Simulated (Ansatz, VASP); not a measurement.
# Cross-check of Si between VASP and Ansatz

One calculation is typed for both programs; each brings its own data sets and cutoff. How far apart do they land?

Calculated with Ansatz 0.2.0; plane waves, with VASP 6.6.1 beside it; single point at PBE and dielectric response at PBE.

**1. The structure**

The structure is cubic, space group Fd-3m (No. 227). The conventional cell has a = 5.444 Å, b = 5.444 Å, c = 5.444 Å, α = 90.00°, β = 90.00°, γ = 90.00°. Nearest to Si lie 4 Si at 2.36 Å.

As a file:

```cif
data_structure
_symmetry_space_group_name_H-M 'Fd-3m:1'
_symmetry_Int_Tables_number 227
_cell_length_a 5.4437
_cell_length_b 5.4437
_cell_length_c 5.4437
_cell_angle_alpha 90.000
_cell_angle_beta 90.000
_cell_angle_gamma 90.000
_cell_volume 161.32
loop_
_atom_site_label
_atom_site_type_symbol
_atom_site_symmetry_multiplicity
_atom_site_Wyckoff_symbol
_atom_site_fract_x
_atom_site_fract_y
_atom_site_fract_z
_atom_site_occupancy
Si1 Si 8 a 0.50000 0.00000 0.50000 1
```

**2. VASP: single point, PBE**

A single point gives forces, pressure and levels at one fixed geometry, so differences don't come from the geometry; what else differs is listed under the comparison.

Lines of VASP's logs that name or quote its potential files are left out, and so is its time.

INCAR reads:

```
SYSTEM = Si
PREC = Accurate
ENCUT = 400
EDIFF = 1E-07
NELM = 100
ISMEAR = 0
SIGMA = 0.01
LREAL = .FALSE.
ALGO = Normal
GGA = PE
NBANDS = 10
LORBIT = 11
LWAVE = .FALSE.
LCHARG = .FALSE.
KPAR = 2
```

POSCAR reads:

```
Si
1.0
    0.0000000000      2.7218511865      2.7218511865
    2.7218511865      0.0000000000      2.7218511865
    2.7218511865      2.7218511865      0.0000000000
Si
2
Direct
    0.5000000000      0.5000000000      0.5000000000
    0.7500000000      0.7500000000      0.7500000000
```

KPOINTS reads:

```
Automatic mesh
0
Gamma
10 10 10
0 0 0
```

The projector-augmented-wave data sets are Si (PBE family, release 64).

Run with:

```
$ mpirun -np 2 vasp_std
```

Numbers of over 12 decimals in the logs are rounded to 6 here.

Log:

```text
[banner, memory and clock lines left out]
running    2 mpi-ranks, on    1 nodes
 distrk:  each k-point on    1 cores,    2 groups
 distr:  one band on    1 cores,    1 groups

 POSCAR found type information on POSCAR Si
 POSCAR found :  1 types and       2 ions
 LDA part: xc-table for (Slater+PW92), standard interpolation
 POSCAR, INCAR and KPOINTS ok, starting setup
 FFT: planning ... GRIDC
 FFT: planning ... GRID_SOFT
 FFT: planning ... GRID
 WAVECAR not read
 entering main loop
       N       E                     dE             d eps       ncg     rms          rms(c)
DAV:   1     0.497796141746E+01    0.49780E+01   -0.28385E+03   940   0.520E+02
DAV:   2    -0.106373286827E+02   -0.15615E+02   -0.15013E+02  1376   0.795E+01
DAV:   3    -0.110201230600E+02   -0.38279E+00   -0.38215E+00  1148   0.115E+01
DAV:   4    -0.110227736860E+02   -0.26506E-02   -0.26502E-02  1192   0.120E+00
DAV:   5    -0.110227973259E+02   -0.23640E-04   -0.23640E-04  1172   0.992E-02    0.483E+00
DAV:   6    -0.109011489615E+02    0.12165E+00   -0.73342E-02  1040   0.118E+00    0.295E+00
DAV:   7    -0.108453988019E+02    0.55750E-01   -0.14011E-01  1068   0.175E+00    0.181E-01
DAV:   8    -0.108465828247E+02   -0.11840E-02   -0.50116E-03  1056   0.416E-01    0.807E-02
DAV:   9    -0.108467767451E+02   -0.19392E-03   -0.18594E-04  1178   0.887E-02    0.575E-02
DAV:  10    -0.108468019943E+02   -0.25249E-04   -0.24529E-05  1084   0.300E-02    0.583E-03
DAV:  11    -0.108468024286E+02   -0.43426E-06   -0.14727E-06  1190   0.692E-03    0.295E-03
DAV:  12    -0.108468026695E+02   -0.24093E-06   -0.45151E-07  1014   0.439E-03    0.929E-04
DAV:  13    -0.108468026789E+02   -0.93762E-08   -0.26743E-09   556   0.374E-04
   1 F= -.10846803E+02 E0= -.10846803E+02  d E =-.118159E-16
```

From OUTCAR (step 2):

```text
ion  position               nearest neighbor table
   1  0.500  0.500  0.500-   2 2.36   2 2.36   2 2.36   2 2.36
   2  0.750  0.750  0.750-   1 2.36   1 2.36   1 2.36   1 2.36

  LATTYP: Found a face centered cubic cell.
 ALAT       =     5.4437023730

 Subroutine GETGRP returns: Found 48 space group operations
 (whereof 24 operations were pure point group operations)

The static configuration has the point symmetry T_d .
 The point group associated with its full space group is O_h .

 Found     47 irreducible k-points:

   k-points           NKPTS =     47   k-points in BZ     NKDIM =     47   number of bands    NBANDS=     10

   dimension x,y,z NGX =    28 NGY =   28 NGZ =   28
   dimension x,y,z NGXF=    56 NGYF=   56 NGZF=   56

   ENCUT  =  400.0 eV  29.40 Ry    5.42 a.u.   6.28  6.28  6.28*2*pi/ulx,y,z

   NELECT =       8.0000    total number of electrons

 k-points in reciprocal lattice and weights: Automatic mesh
   0.00000000  0.00000000  0.00000000       0.001
   0.10000000  0.00000000  0.00000000       0.008
   0.20000000  0.00000000  0.00000000       0.008
   0.30000000  0.00000000  0.00000000       0.008
   0.40000000  0.00000000  0.00000000       0.008
   0.50000000  0.00000000  0.00000000       0.004
   0.10000000  0.10000000  0.00000000       0.006
   0.20000000  0.10000000  0.00000000       0.024
   0.30000000  0.10000000  0.00000000       0.024
[...]
-0.30000000  0.40000000  0.20000000       0.024
  -0.30000000  0.50000000  0.20000000       0.012

 average (electrostatic) potential at core
       1 -83.3282       2 -83.3282

 E-fermi :   5.8067

 k-point     1 :       0.0000    0.0000    0.0000
  band No.  band energies     occupation
      1      -6.1545      2.00000
      2       5.7538      2.00000
      3       5.7538      2.00000
      4       5.7538      2.00000
      5       8.3167      0.00000
      6       8.3167      0.00000
      7       8.3167      0.00000
      8       9.0448      0.00000
      9      13.4723      0.00000
    ...

 k-point     2 :       0.1000    0.0000    0.0000
  band No.  band energies     occupation
      1      -6.0244      2.00000
      2       4.6107      2.00000
      3       5.5571      2.00000
      4       5.5571      2.00000
      5       8.3132      0.00000
      6       8.6066      0.00000
      7       8.6066      0.00000
      8       9.9820      0.00000
      9      13.1183      0.00000
    ...

 k-point     3 :       0.2000    0.0000    0.0000
  band No.  band energies     occupation
      1      -5.6403      2.00000
      2       2.7563      2.00000
      3       5.1791      2.00000
      4       5.1791      2.00000
      5       7.9534      0.00000
      6       9.1124      0.00000
      7       9.1124      0.00000
      8      11.7491      0.00000
      9      12.8051      0.00000
    ...

  Total        0.3141366      0.3141366      0.3141366     -0.0000000      0.0000000      0.0000000
  in kB       12.4797527     12.4797527     12.4797527     -0.0000000      0.0000000      0.0000000
  external PRESSURE =      12.4797527 kB  Pullay stress =       0.0000000 kB

  energy-cutoff  :      400.00
  volume of cell :       40.33
      direct lattice vectors                 reciprocal lattice vectors
     0.000000000  2.721851186  2.721851186    -0.183698507  0.183698507  0.183698507
     2.721851186  0.000000000  2.721851186     0.183698507 -0.183698507  0.183698507
     2.721851186  2.721851186  0.000000000     0.183698507  0.183698507 -0.183698507

 POSITION                                       TOTAL-FORCE (eV/Angst)
 -----------------------------------------------------------------------------------
      2.72185      2.72185      2.72185         0.000000     -0.000000      0.000000
      4.08278      4.08278      4.08278        -0.000000      0.000000     -0.000000
 -----------------------------------------------------------------------------------
    total drift:                                0.000000      0.000000     -0.000000

  FREE ENERGIE OF THE ION-ELECTRON SYSTEM (eV)
  ---------------------------------------------------
  free  energy   TOTEN  =       -10.8468026789 eV

  energy  without entropy=      -10.8468026789  energy(sigma->0) =      -10.84680268

 total charge
# of ion       s       p       d       tot
------------------------------------------
    1        0.751   0.937   0.000   1.688
    2        0.751   0.937   0.000   1.688
--------------------------------------------------
tot          1.502   1.875   0.000   3.377

[... 3 further parts left out ...]
```

The run ends at a pressure of 1.25 GPa.

**3. Ansatz: single point, PBE**

Ansatz runs on its default PAW (the set named soft_2) files.

The same cell, functional, mesh and smearing now go to Ansatz, which takes its cutoff from its data sets.

input.yaml reads:

```yaml
crystal:
  lattice:
    - [0.0, 2.7218511865, 2.7218511865]
    - [2.7218511865, 0.0, 2.7218511865]
    - [2.7218511865, 2.7218511865, 0.0]
  atoms:
    - { symbol: Si, position: [0.5, 0.5, 0.5] }
    - { symbol: Si, position: [0.75, 0.75, 0.75] }
hamiltonian:
  xc: pbe
  pseudopotentials: { kind: paw }
kpoints:
  mp_grid: { grid: [10, 10, 10] }
scf:
  occupations: { method: gaussian, width: 0.01 }
  n_extra_bands: 4
output:
  forces: true
  stress: true
  eigenvalues: true
```

Run with:

```
$ ansatz run input.yaml --threads 2 --pin off --max-ram 4608MiB --backend cpu --events-out ev --progress --plain --runs-dir out
```

Log:

```text
scf.n_extra_bands = 4 over 4 filled bands (N_el = 8.0): the run solves 8 bands
Engine: ansatz 0.2.0, aarch64-unknown-linux-gnu
Pseudopotentials: kind: paw
Pseudopotential: Si, paw, valence charge 4, recommended cutoff 420 eV (normal), Si.paw.azcp
Functional definition: PBE
  parameter kappa = 0.804
  parameter beta = 0.066725
  exchange = pbe_x(kappa = kappa, mu = beta*pi^2/3)
  correlation = pbe_c(beta = beta)
Crystal: 2 atoms, lattice volume = 40.330 Å³
Basis set: ecut = 420 eV, 749 PW (Γ), exchange–correlation on 54×54×54 points (8 copies of the dense FFT grid, shifted against one another)
Bands: 8, of which v1, the nominal top of the filled ones, is band 4 counted from 1 (3 counted from 0)
Symmetry: 48 space group operations
Space group: Fd-3m (ITA 227), of the structure as read, at distance tolerance 3.4e-5 Å
k-points: 47 of 1000
Non-local potential: Si, projectors of the file, l = 0: 2, l = 1: 2, l = 2: 2
PAW form: soft (Blöchl's): semilocal exchange-correlation on the pseudo side does not see the compensation charge
PAW one-centre angular grid: Si, 110 points (default); XC on 64 Gauss nodes
Initial density: superposition of atomic densities (neutral atoms: chi_scale 0, normalization atom), corrected by the library's trained network
Initial wavefunctions: pseudopotential atomic-orbital guess
Functional: x = pbe(κ = 0.804, μ = 0.219515), c = pbe(β = 0.066725)
SCF iter   1: F=—  HF=-1271.616742 eV  |F-HF|=—  |Δ(HF+E_count)|=         —  Δρ=1.21e-3  dr2=3.40e-4  ethr=1.77e-3  ⟨swp⟩=6.2  Hψ=3427  notcnv=0
preconditioner: auto → none  [insulator: Δε(μ)=0.591 eV  Ē_g=9.443 eV  σ=0.010 eV  W_gap=1.00  n_scr=8 (ndim 8)  ℏωp=16.5 eV  f_vac=0.000  D(μ)=0.00/eV (n_scr^D=0)  ε∞_Penn≈4.1]
SCF iter   2: F=—  HF=-1271.617141 eV  |F-HF|=—  |Δ(HF+E_count)|=   3.99e-4  Δρ=4.95e-4  dr2=5.21e-5  ethr=4.25e-6  ⟨swp⟩=2.2  Hψ=1104  notcnv=0
SCF iter   3: F=—  HF=-1271.617188 eV  |F-HF|=—  |Δ(HF+E_count)|=   4.63e-5  Δρ=9.99e-5  dr2=2.51e-6  ethr=6.52e-7  ⟨swp⟩=2.1  Hψ=568  notcnv=0
iter 4 did not close the SCF: its close was put off for the readings that it lacked (scf_convergence_deferred on its scf_iter line)
SCF iter   4: F=-1271.617189 eV  HF=-1271.617189 eV  |F-HF|=1.52e-8  |Δ(HF+E_count)|=   1.64e-6  Δρ=1.83e-5  dr2=9.79e-8  ethr=3.14e-8  ⟨swp⟩=2.0  Hψ=564  notcnv=0
iter 5 did not close the SCF: its close was put off for the readings that it lacked (scf_convergence_deferred on its scf_iter line)
SCF iter   5: F=-1271.617189 eV  HF=-1271.617189 eV  |F-HF|=7.72e-10  |Δ(HF+E_count)|=   2.67e-8  Δρ=2.47e-6  dr2=1.09e-9  ethr=1.22e-9  ⟨swp⟩=2.0  Hψ=564  notcnv=0
SCF iter   6: F=-1271.617189 eV  HF=-1271.617189 eV  |F-HF|=2.73e-12  |Δ(HF+E_count)|=  8.67e-10  Δρ=2.62e-7  dr2=1.69e-11  ethr=1.36e-11  ⟨swp⟩=1.0  Hψ=1139  notcnv=0
SCF 1 converged in 6 iterations: F = -1271.617189 eV  dr2 = 1.69e-11
  greatest PAW one-centre occupation: 0.634 electrons in one spin orbital (limit 2), on the Si atom at site 1 (counted from 0), in its partial waves of l = 0
SCF converged after 6 iterations
Free energy (F): -1271.617189 eV
Harris-Foulkes:  -1271.617189 eV  (|F-HF|=2.73e-12)
Internal energy: -1271.617189 eV  (E = F + TS)
E sigma→0 (E₀):  -1271.617189 eV
Fermi energy:    6.450323 eV
--- Per-component energies (eV) ---
  E_band       = 8.890972
  E_kinetic    = 80.613382
  E_local      = -55.261936  (includes V_loc(G=0)·N_el)
  E_nonlocal   = 51.933514
  E_hartree    = 15.001956
  E_xc         = -110.332704
  E_vxc        = -93.429348  (∫ρ·V_xc dr)
  E_paw        = -1025.585453  (= ΣΔE_a)
  E_vpaw       = -4.968581  (= ΣTr[D̂ρ^β])
  E_aug_tail   = 0.000012  (compensation charges beyond the density's cutoff)
  E_ewald      = -227.985960
  E_smearing   = -0.000000  (= −TS)
  E_closure    = 0.000000  (closes the sum)
  Σ components = -1271.617189   (vs F -1271.617189, Δ=0.00e0)
--- Forces (eV/Å), atoms counted from 1 ---
  atom   1  Si     0.00000000    -0.00000000     0.00000000
  atom   2  Si     0.00000000     0.00000000     0.00000000
  max |Σ_I F_I| component: 5.55e-17 eV/Å
--- Stress (GPa, compression-positive) ---
        1.336115       0.000000      -0.000000
       -0.000000       1.336115       0.000000
       -0.000000      -0.000000       1.336115
  P = ⅓ Tr σ = 1.3361 GPa (13.361 kbar)
--- Band table (eV; the first three rows and the last of 47) ---
  k-point 0: bands = ["-5.7578", "6.1545", "6.1545", "6.1545", "8.7123", "8.7123", "8.7123", "9.4361"]
  k-point 1: bands = ["-5.6277", "5.0098", "5.9574", "5.9574", "8.7083", "9.0024", "9.0024", "10.3753"]
  k-point 2: bands = ["-5.2436", "3.1545", "5.5787", "5.5787", "8.3485", "9.5084", "9.5084", "12.1433"]
  k-point 46: bands = ["-1.4957", "-1.4957", "2.4103", "2.4103", "9.5823", "9.5823", "12.0558", "12.0558"]
```

Elapsed: 0.66 s, on 2 threads of Arm Neoverse V1, shared host; peak memory 0.28 GiB; 1.2 s of CPU time.

The run ends at a pressure of 1.34 GPa.

**4. Differences**

Known differences besides the PAW data sets themselves: the cutoff is 420 eV in Ansatz and 400 eV in VASP; VASP leaves aspherical gradient terms in its spheres out (LASPH is not set), Ansatz keeps them. Total energies have different zeros and are not compared.

The two programs side by side:

```csv
quantity,Ansatz,VASP,difference
pressure (GPa),1.34,1.25,+0.09
gap on the k mesh (eV),0.592,0.595,-0.003
```

Ansatz's pressure holds a Pulay correction of 0.02 GPa; VASP's holds none.

**5. Ansatz: dielectric response, PBE**

The response to a field tests empty states and converges slowly with the mesh.

input.yaml, the sections that differ from step 3:

```yaml
kpoints:
  mp_grid: { grid: [9, 9, 9] }
scf:
  occupations: { method: fixed }
dielectric:
  method: response
# crystal, hamiltonian: as in step 3
# output: removed
```

Log:

```text
[...]
Crystal: 2 atoms, lattice volume = 40.330 Å³
Basis set: ecut = 420 eV, 749 PW (Γ), exchange–correlation on 64×64×64 points (8 copies of the dense FFT grid, shifted against one another)
Bands: 8, of which v1, the nominal top of the filled ones, is band 4 counted from 1 (3 counted from 0)
Symmetry: 48 space group operations
k-points: 75 of 729 (irreducible under 8 space group operations, time reversal used)
[...]
site 0:
         0.00000   -0.00000    0.00000
        -0.00000   -0.00000   -0.00000
         0.00000    0.00000    0.00000
    site 1:
        -0.00000    0.00000   -0.00000
         0.00000    0.00000    0.00000
        -0.00000   -0.00000   -0.00000
  Z* charge neutrality: 1.820e-4 e pre-enforcement
  solved inside a basis spanned on kpoints, on 10×10×10 k-points, its susceptibility summed on 14×14×14: ε∞ is read to err by 3.8e-2, Z* by 4.1e-3 e (field_mesh: kpoints solves on kpoints)
[key lines of the parts left out:]
SCF converged after 6 iterations
Free energy (F): -1271.616261 eV
Fermi energy:    6.154899 eV
```

The job ended after 11 s (2 threads; peak memory 0.42 GiB; 22 s of CPU time).

**6. VASP: dielectric response, PBE**

The same cell, functional and mesh now go to VASP, with its own data sets and cutoff.

INCAR reads:

```
SYSTEM = Si
PREC = Accurate
ENCUT = 400
EDIFF = 1E-08
NELM = 100
ISMEAR = 0
SIGMA = 0.01
LREAL = .FALSE.
ALGO = Normal
GGA = PE
NBANDS = 10
LWAVE = .FALSE.
LCHARG = .FALSE.
KPAR = 2
LEPSILON = .TRUE.
```

POSCAR is that of step 2.

KPOINTS reads:

```
Automatic mesh
0
Gamma
9 9 9
0 0 0
```

Run with:

```
$ mpirun -np 2 vasp_std
```

Log:

```text
[... set-up lines as in an earlier step ...]
 entering main loop
       N       E                     dE             d eps       ncg     rms          rms(c)
DAV:   1     0.638020125690E+01    0.63802E+01   -0.29852E+03   700   0.536E+02
DAV:   2    -0.105819740055E+02   -0.16962E+02   -0.16270E+02   978   0.792E+01
DAV:   3    -0.110187910448E+02   -0.43682E+00   -0.43578E+00   880   0.120E+01
DAV:   4    -0.110220539473E+02   -0.32629E-02   -0.32626E-02   874   0.131E+00
[...]
DAV:  11    -0.108458776508E+02   -0.58547E-06   -0.15888E-06   926   0.718E-03    0.288E-03
DAV:  12    -0.108458778789E+02   -0.22817E-06   -0.41623E-07   756   0.421E-03    0.755E-04
DAV:  13    -0.108458778866E+02   -0.76122E-08   -0.26820E-09   770   0.359E-04
   1 F= -.10845878E+02 E0= -.10845878E+02  d E =-.259012E-33
 Linear response reoptimize wavefunctions to high precision
DAV:   1    -0.108458778914E+02   -0.48747E-08   -0.55524E-10   780   0.165E-04
DAV:   2    -0.108458778915E+02   -0.34902E-10   -0.69299E-12   418   0.174E-05
 Linear response G [H, r] |phi>, progress :
  Direction:   1
[...]
RMM:  11    -0.151656864585E+01    0.12232E-05   -0.51026E-09  1697   0.468E-05    0.192E-05
RMM:  12    -0.151656883388E+01   -0.18803E-06    0.10593E-09  1066   0.415E-05    0.222E-06
 change of polarisation eV/A/(eV/A) component  2 :     1.416     2.808    -0.220
 dielectric tensor                  component  2 :     6.351    13.601    -0.989
 Linear response to external field, progress :
  Direction:   3
       N       E                     dE             d eps       ncg     rms          rms(c)
RMM:   1    -0.142662151845E+01   -0.14266E+01   -0.69887E+00  3310   0.362E+00
RMM:   2    -0.147151224849E+01   -0.44891E-01   -0.15966E-02  2411   0.704E-01    0.157E+00
RMM:   3    -0.143677689759E+01    0.34735E-01   -0.21490E-02  2397   0.725E-01    0.884E-01
RMM:   4    -0.149261079687E+01   -0.55834E-01   -0.24612E-02  2391   0.803E-01    0.176E-01
[...]
RMM:  10    -0.151656986650E+01   -0.31369E-05    0.65396E-09  2444   0.222E-04    0.957E-05
RMM:  11    -0.151656864375E+01    0.12227E-05   -0.89705E-09  1681   0.468E-05    0.192E-05
RMM:  12    -0.151656883252E+01   -0.18877E-06   -0.43451E-09  1054   0.415E-05    0.222E-06
 change of polarisation eV/A/(eV/A) component  3 :     0.265     0.930     2.808
 dielectric tensor                  component  3 :     1.191     4.172    13.601
 Born effective charges drift removed
```

From OUTCAR (step 6):

```text
  Total        0.3145967      0.3145967      0.3145967      0.0000000     -0.0000000      0.0000000
  in kB       12.4980302     12.4980302     12.4980302      0.0000000     -0.0000000      0.0000000
  external PRESSURE =      12.4980302 kB  Pullay stress =       0.0000000 kB

 POSITION                                       TOTAL-FORCE (eV/Angst)
 -----------------------------------------------------------------------------------
      2.72185      2.72185      2.72185         0.000000      0.000000      0.000000
      4.08278      4.08278      4.08278        -0.000000     -0.000000     -0.000000
 -----------------------------------------------------------------------------------
    total drift:                                0.000000      0.000000     -0.000000

 MACROSCOPIC STATIC DIELECTRIC TENSOR (including local field effects in DFT)
 ------------------------------------------------------
          13.600739    -0.000000     0.000000
           0.000000    13.600739    -0.000000
           0.000000     0.000000    13.600739
 ------------------------------------------------------

[... 1 part as in an earlier step ...]

[... 1 further part left out ...]
```

**7. Comparison**

What differs besides the data sets and the points named for the pairs above, as far as they apply: VASP's response is taken on the typed mesh, Ansatz refines its own for the field response alone. Total energies have different zeros and are not compared.

The two programs side by side:

```csv
quantity,Ansatz,VASP,difference
ε∞ xx,12.92,13.60,-4.99 %
ε∞ yy,12.92,13.60,-4.99 %
ε∞ zz,12.92,13.60,-4.99 %
Born charge of Si1 (mean of the diagonal) (e),0.00,0.00,0.00
```

**8. What came out**

```
difference in gap on the k mesh (single point, PBE) : -0.0028 eV
difference in ε∞ xx (dielectric response, PBE)      : -5.0 %
```

**Reading.** The difference in ε∞ xx is -5.0 % (dielectric response, PBE), at about the 5 % picked in this series as the mark of a large difference. Differences of this kind measure data sets and numerical settings, not the functional's error against experiment.

[Lines on the potential files, build, host, timing and source positions are cut from VASP's logs without a mark.]

[Logs are printed without paths, hosts, clocks, repeated set-up lines and the standing remarks that a program may print on its own settings, such as how far it seeks lower states.]

[Hosts, paths, dates, database ids (printed as entryN), source tags and the programs' standing remarks are cut or masked in the printed files.]
